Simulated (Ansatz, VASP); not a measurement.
# Cross-check of InAs between VASP and Ansatz, part 2 of 2

One calculation is typed for both programs; each brings its own data sets. How far apart do they land? The cell is taken from a series of runs on this material, whose earlier steps may have relaxed, scaled, displaced or heated it; both programs get it as it stands.

VASP 6.6.1 and Ansatz 0.2.0.

So far: Set-up; VASP: zone-centre phonons, LDA, pair 1; Ansatz: zone-centre phonons, LDA, pair 1; Side by side.

## Step 5: Ansatz: zone-centre phonons, LDA, pair 2

Level of this step: Ansatz beside VASP: Kohn-Sham DFT, plane waves, LDA (Ansatz).

Second derivatives magnify differences that forces hide, and they need a tight electronic threshold. The cell compared in this pair holds 52.51 Å³, against 51.42 Å³ for the pair before.

The cell is taken from a series of runs on this material, whose earlier steps may have relaxed, scaled, displaced or heated it; both programs get it as it stands.

The input, input.yaml:

```yaml
crystal:
  lattice:
    - [0.0, 2.9721916452, 2.9721916452]
    - [2.9721916452, 0.0, 2.9721916452]
    - [2.9721916452, 2.9721916452, 0.0]
  atoms:
    - { symbol: As, position: [0.75, 0.75, 0.75] }
    - { symbol: In, position: [0.0, 0.0, 0.0] }
kpoints:
  mp_grid: { grid: [12, 12, 12] }
hamiltonian:
  xc: lda
  pseudopotentials: { kind: paw, azcp: { folder: soft_1 }, xc_functional: pbe }
scf:
  occupations: { method: methfessel_paxton, width: 0.2 }
output:
  eigenvalues: true
phonons:
  method: dfpt
```

Command:

```sh
$ ansatz run input.yaml --threads 4 --pin off --max-ram 10240MiB --backend cpu --events-out ev --progress --plain --runs-dir out
```

Numbers of over 12 decimals in the logs are rounded to 6 here.

Log:

```text
[...]
Crystal: 2 atoms, lattice volume = 52.512 Å³
Basis set: ecut = 420 eV, 965 PW (Γ), exchange–correlation on 60×60×60 points (8 copies of the dense FFT grid, shifted against one another)
Bands: 18, of which v1, the nominal top of the filled ones, is band 14 counted from 1 (13 counted from 0)
Symmetry: 24 space group operations
k-points: 163 of 1728 (irreducible under 8 space group operations, time reversal used)
[...]
k-point 1: bands = [... 10 lower, -4.1442, 6.7518, 7.9567, 7.9567, 8.9013, 11.9523, 12.0605, 12.0605]
  k-point 2: bands = [... 10 lower, -3.9118, 5.4479, 7.7124, 7.7124, 9.3014, 12.3664, 12.3899, 12.3899]
  k-point 162: bands = [... 10 lower, -1.9169, 2.0603, 4.8580, 4.9224, 12.2901, 12.3947, 13.0690, 14.0646]
[...]
ASR residual: 4.818e-5 → 0.000e0 eV/Å²; symmetrization residual: 2.040e-5 eV/Å²
  ASR residual per site (eV/Å²): 2.96e-5 4.82e-5
  Γ frequencies (cm⁻¹): 0.00 0.00 0.00 225.69 225.69 225.69
[...]
[key lines of the parts left out:]
SCF converged after 9 iterations
Free energy (F): -10231.284451 eV
Fermi energy:    8.098596 eV
```

## Step 6: VASP: zone-centre phonons, LDA, pair 2

The same cell, functional (in two slightly different forms), mesh and smearing now go to VASP, with its own data sets.

The input, INCAR:

```
SYSTEM = InAs
PREC = Accurate
ENCUT = 500
EDIFF = 1E-08
NELM = 120
ISMEAR = 1
SIGMA = 0.2
LREAL = .FALSE.
ALGO = Normal
GGA = CA
NBANDS = 15
LORBIT = 11
LWAVE = .FALSE.
LCHARG = .FALSE.
ISIF = 2
IBRION = 8
LASPH = .TRUE.
GGA_COMPAT = .FALSE.
KPAR = 2
```

The input, POSCAR:

```
InAs
1.0
    0.0000000000      2.9721916452      2.9721916452
    2.9721916452      0.0000000000      2.9721916452
    2.9721916452      2.9721916452      0.0000000000
As In
1 1
Direct
    0.7500000000      0.7500000000      0.7500000000
    0.0000000000      0.0000000000      0.0000000000
```

The input, KPOINTS:

```
Automatic mesh
0
Gamma
12 12 12
0 0 0
```

PAW data sets: As and In_d (LDA family, release 64).

Command:

```sh
$ mpirun -np 2 vasp_std
```

Log:

```text
[... set-up lines as in an earlier step ...]
 entering main loop
       N       E                     dE             d eps       ncg     rms          rms(c)
DAV:   1     0.113653556458E+03    0.11365E+03   -0.81506E+03  2188   0.129E+03
DAV:   2    -0.151589054947E+01   -0.11517E+03   -0.11074E+03  2349   0.310E+02
DAV:   3    -0.914012671141E+01   -0.76242E+01   -0.75842E+01  2790   0.796E+01
DAV:   4    -0.933569814212E+01   -0.19557E+00   -0.19551E+00  2578   0.142E+01
[...]
DAV:  12    -0.900885618054E+01    0.24543E-05   -0.57284E-06  3176   0.335E-02    0.762E-03
DAV:  13    -0.900885623558E+01   -0.55036E-07   -0.74961E-07  2755   0.548E-03    0.119E-03
DAV:  14    -0.900885622768E+01    0.78962E-08   -0.31275E-08  2808   0.276E-03
   1 F= -.90088562E+01 E0= -.90089719E+01  d E =0.346941E-03
 Linear response reoptimize wavefunctions to high precision
DAV:   1    -0.900885622782E+01   -0.13711E-09   -0.41492E-09  2536   0.996E-04
DAV:   2    -0.900885622788E+01   -0.60481E-10   -0.92708E-10  1479   0.243E-04
 Linear response DOF=           2
 Linear response progress:
[...]
RMM:  10    -0.462342365671E-01   -0.10612E-06   -0.93325E-09 17133   0.182E-04    0.929E-05
RMM:  11    -0.462342246125E-01    0.11955E-07   -0.40352E-08 18062   0.717E-05    0.371E-05
RMM:  12    -0.462342312455E-01   -0.66330E-08    0.17237E-08 16697   0.274E-05    0.109E-05
 first order change of Fermi-energy   0.29997E-03
 force on displaced ion       1 direction 1 :  -8.566   0.000   0.000
 Linear response progress:
  Degree of freedom:   2/  2
       N       E                     dE             d eps       ncg     rms          rms(c)
RMM:   1    -0.235054480008E+00   -0.23505E+00   -0.73529E-02 11344   0.502E+00
RMM:   2    -0.237621122960E+00   -0.25666E-02   -0.14698E-02 14249   0.109E+00    0.819E-02
RMM:   3    -0.237621147805E+00   -0.24846E-07   -0.17475E-03 15430   0.338E-01    0.408E-02
RMM:   4    -0.237456368295E+00    0.16478E-03   -0.16956E-04 15812   0.112E-01    0.210E-02
[...]
RMM:  11    -0.237435696529E+00    0.81891E-07   -0.16884E-08 17307   0.158E-04    0.609E-06
RMM:  12    -0.237435750632E+00   -0.54103E-07   -0.71821E-09 17270   0.896E-05    0.648E-06
RMM:  13    -0.237435742191E+00    0.84408E-08    0.77157E-08 18250   0.535E-05    0.653E-06
 first order change of Fermi-energy  -0.41195E-04
 force on displaced ion       2 direction 1 :  -8.582   0.000   0.000
 Linear response finished
```

Parts of OUTCAR (step 6):

```text
  Total        0.9526931      0.9526931      0.9526931      0.0000000      0.0000000      0.0000000
  in kB       29.0671980     29.0671980     29.0671980      0.0000000      0.0000000      0.0000000
  external PRESSURE =      29.0671980 kB  Pullay stress =       0.0000000 kB

 POSITION                                       TOTAL-FORCE (eV/Angst)
 -----------------------------------------------------------------------------------
      4.45829      4.45829      4.45829        -0.000000     -0.000000     -0.000000
      0.00000      0.00000      0.00000         0.000000      0.000000      0.000000
 -----------------------------------------------------------------------------------
    total drift:                                0.000000      0.000000      0.000000

[... 1 part as in an earlier step ...]

[... 1 further part left out ...]
```

## Step 7: Side by side

What differs besides the data sets and the points named for the pairs above, as far as they apply: the data sets hold 28 valence electrons in Ansatz (on its PAW soft_1 files) and 18 in VASP. Total energies have different zeros and are not compared.

Compared:

```csv
quantity,Ansatz,VASP,difference
optical mode 1 to 3 (cm⁻¹),225.7,226.7,-0.47 %
```

Modes are paired by rising frequency, not by their patterns, so a pair may set unlike modes beside each other; they are those without the splitting of longitudinal modes.

## Step 8: Summary of results

```yaml
r_m_s_difference_of_the_optical_zone_centre_modes_each_program_s_sorted_by_frequency_zone_centre_phonons_lda_pair_1: 0.81 cm⁻¹
r_m_s_difference_of_the_optical_zone_centre_modes_each_program_s_sorted_by_frequency_zone_centre_phonons_lda_pair_2: 1.1 cm⁻¹
```

What this shows: The r.m.s. difference of the optical zone-centre modes, each program's sorted by frequency is 0.81 cm⁻¹ (zone-centre phonons, LDA, pair 1). The data sets hold unlike numbers of valence electrons (28 in Ansatz and 18 in VASP), so part of the differences comes from the potentials. How closely two codes agree says nothing of how well the functional describes the real material.

[Lines on the potential files, build, host, timing and source positions are cut from VASP's logs without a mark.]

[Logs are printed without paths, hosts, clocks, repeated set-up lines and the standing remarks that a program may print on its own settings, such as how far it seeks lower states.]

[Hosts, paths, dates, database ids (printed as entryN), source tags and the programs' standing remarks are cut or masked in the printed files.]
